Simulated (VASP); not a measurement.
An input for Ansatz (written as the equivalent of a VASP run, and not itself run):

Ansatz 0.2 input:
```yaml
crystal:
  lattice:
    - [2.5782684, 0.0000000, 0.0000000]
    - [0.0000000, 2.5782684, 0.0000000]
    - [0.0000000, 0.0000000, 2.5782684]
  atoms:
    - { symbol: Si, position: [0.0000000, 0.0000000, 0.0000000] }
    - { symbol: C, position: [0.5000000, 0.5000000, 0.5000000] }
kpoints:
  mp_grid: { grid: [14, 14, 14] }
hamiltonian:
  xc: pbesol
  pseudopotentials: { kind: paw }
scf:
  occupations: { method: methfessel_paxton, width: 0.1 }
  max_iter: 100
relax:
  max_steps: 40
  f_tol: 0.02
  cell: { p_target: 20 }
output: { forces: true, stress: true, eigenvalues: true }
```

### Question
Write the VASP files for the same calculation (PBEsol).

### Answer
One answer among several that fit: 
POSCAR:
```
SiC
1
    2.5782684246     0.0000000000     0.0000000000
    0.0000000000     2.5782684246     0.0000000000
    0.0000000000     0.0000000000     2.5782684246
Si C
1 1
Direct
  0.0000000000   0.0000000000   0.0000000000
  0.5000000000   0.5000000000   0.5000000000
```

KPOINTS:
```
K-points
0
Gamma
  14 14 14
```

### INCAR
```
# general
SYSTEM  = SiC
PREC    = Accurate
ENCUT   = 620
LREAL   = .FALSE.
LASPH   = .TRUE.

# electronic loop
EDIFF   = 1E-6
NELM    = 100
ALGO    = Normal

# smearing
ISMEAR  = 1
SIGMA   = 0.1

# functional
GGA     = PS

# ions
IBRION  = 2
NSW     = 40
ISIF    = 3
EDIFFG  = -0.02
PSTRESS = 200

# output
LWAVE   = .FALSE.
LCHARG  = .FALSE.
```

POTCAR, in this order: Si C (PBE.64 set). Program: vasp_std.

Limits of the translation: each code has its own PAW files, so the cut-off isn't converted (ENCUT is set for VASP's; basis.ecutwfc is left out, and Ansatz then takes the one that its files recommend); Ansatz stops its SCF on the density residual and VASP on the energy change (EDIFF).

The structure was generated: SiC was put into the CsCl type type (Pm-3m), which need not be its known phase. This run relaxes it under an external pressure of 20 GPa. Symmetry was kept, so distortions that lower it aren't found.
